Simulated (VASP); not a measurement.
Method: revTPSS meta-GGA, VASP's PBE PAW potentials (set 64) (plane waves; VASP 6.6.1).

The input files of a VASP run:

File KPOINTS:
```
Automatic mesh
0
Gamma
11 11 11
0 0 0
```

### INCAR
```
! general
SYSTEM   =  Ca
PREC     =  Accurate
ENCUT    =  520
LREAL    =  .FALSE.
LASPH    =  .TRUE.

! electronic loop
EDIFF    =  1E-7
NELM     =  100
ALGO     =  Normal
LMIXTAU  =  .TRUE.

! smearing
ISMEAR   =  1
SIGMA    =  0.1

! functional
METAGGA  =  RTPSS

! ions
ISIF     =  2

! output
LWAVE    =  .FALSE.
LCHARG   =  .FALSE.
```

**POSCAR**
```
Ca
1.0
  0.0000000000   2.7637295949   2.7637295949
  2.7637295949   0.0000000000   2.7637295949
  2.7637295949   2.7637295949   0.0000000000
Ca
1
Cartesian
  0.0000000000   0.0000000000   0.0000000000
```

POTCAR, in this order: Ca_sv (PBE.64 set). Program: vasp_std.

The resulting files:

**OSZICAR**
```
       N       E                     dE             d eps       ncg     rms          rms(c)
DAV:   1     0.678490461060E+02    0.67849E+02   -0.73013E+03  1542   0.894E+03
DAV:   2    -0.145554354087E+02   -0.82404E+02   -0.81900E+02  1173   0.315E+02
DAV:   3    -0.194486468290E+02   -0.48932E+01   -0.47486E+01  2006   0.894E+01
DAV:   4    -0.199930358806E+02   -0.54439E+00   -0.53802E+00  1406   0.258E+01
DAV:   5    -0.202887320929E+02   -0.29570E+00   -0.29045E+00  1922   0.182E+01    0.865E+00
DAV:   6    -0.752573561772E+00    0.19536E+02   -0.18605E+01  1565   0.264E+01    0.509E+00
DAV:   7    -0.261795852819E+01   -0.18654E+01   -0.43655E+00  1690   0.246E+01    0.480E+00
DAV:   8    -0.246112941082E+01    0.15683E+00   -0.24314E-01  1101   0.735E+00    0.471E+00
DAV:   9    -0.240196315836E+01    0.59166E-01   -0.25976E-01  1022   0.750E+00    0.493E+00
DAV:  10    -0.222599121093E+01    0.17597E+00   -0.80237E-01  1008   0.114E+01    0.282E+00
DAV:  11    -0.232614198508E+01   -0.10015E+00   -0.67743E-01  1054   0.848E+00    0.525E-01
DAV:  12    -0.233761382622E+01   -0.11472E-01   -0.10356E-01  1644   0.165E+00    0.111E+00
DAV:  13    -0.232421810268E+01    0.13396E-01   -0.97256E-03  1386   0.111E+00    0.922E-01
DAV:  14    -0.233302514711E+01   -0.88070E-02   -0.55234E-02  1458   0.200E+00    0.105E-01
DAV:  15    -0.234425003299E+01   -0.11225E-01   -0.22943E-02  1049   0.153E+00    0.312E-01
DAV:  16    -0.234565087111E+01   -0.14008E-02   -0.22544E-03  1235   0.670E-01    0.123E-01
DAV:  17    -0.234615079198E+01   -0.49992E-03   -0.14711E-03  1229   0.605E-01    0.434E-02
DAV:  18    -0.234683936757E+01   -0.68858E-03   -0.77785E-04  1048   0.372E-01    0.771E-02
DAV:  19    -0.234690062936E+01   -0.61262E-04   -0.26336E-04  1048   0.185E-01    0.630E-02
DAV:  20    -0.234711764080E+01   -0.21701E-03   -0.94419E-05  1063   0.116E-01    0.344E-02
DAV:  21    -0.234709765807E+01    0.19983E-04   -0.20367E-05  1468   0.653E-02    0.132E-02
DAV:  22    -0.234711230370E+01   -0.14646E-04   -0.39883E-06  1157   0.233E-02    0.117E-02
DAV:  23    -0.234710751538E+01    0.47883E-05   -0.49946E-06  1059   0.337E-02    0.147E-03
DAV:  24    -0.234711085123E+01   -0.33359E-05   -0.13520E-06  1053   0.163E-02    0.181E-03
DAV:  25    -0.234711126065E+01   -0.40942E-06   -0.52549E-07  1732   0.573E-03    0.250E-03
DAV:  26    -0.234711154779E+01   -0.28714E-06   -0.47999E-07  1114   0.605E-03    0.544E-04
DAV:  27    -0.234711147500E+01    0.72793E-07   -0.45661E-08   611   0.266E-03
   1 F= -.23471115E+01 E0= -.23468335E+01  d E =-.833829E-03
```

### OUTCAR
```
------------------------ aborting loop because EDIFF is reached ----------------------------------------
  FORCE on cell =-STRESS in cart. coord.  units (eV):
  Direction    XX          YY          ZZ          XY          YZ          ZX
  --------------------------------------------------------------------------------------
  Total       -0.0048744     -0.0048744     -0.0048744      0.0000000      0.0000000      0.0000000
  in kB       -0.1849752     -0.1849752     -0.1849752      0.0000000      0.0000000      0.0000000
  external PRESSURE =      -0.1849752 kB  Pullay stress =       0.0000000 kB
  volume of cell :       42.22
      direct lattice vectors                 reciprocal lattice vectors
     0.000000000  2.763729595  2.763729595    -0.180914949  0.180914949  0.180914949
     2.763729595  0.000000000  2.763729595     0.180914949 -0.180914949  0.180914949
     2.763729595  2.763729595  0.000000000     0.180914949  0.180914949 -0.180914949
 POSITION                                       TOTAL-FORCE (eV/Angst)
 -----------------------------------------------------------------------------------
      0.00000      0.00000      0.00000         0.000000     -0.000000      0.000000
 -----------------------------------------------------------------------------------
    total drift:                               -0.000000     -0.000000     -0.000000
  FREE ENERGIE OF THE ION-ELECTRON SYSTEM (eV)
  ---------------------------------------------------
  free  energy   TOTEN  =        -2.3471114750 eV

  energy  without entropy=       -2.3462776459  energy(sigma->0) =       -2.34683353
```
(Selected blocks of OUTCAR.)

The compound is Ca in the fcc structure. It was relaxed first.
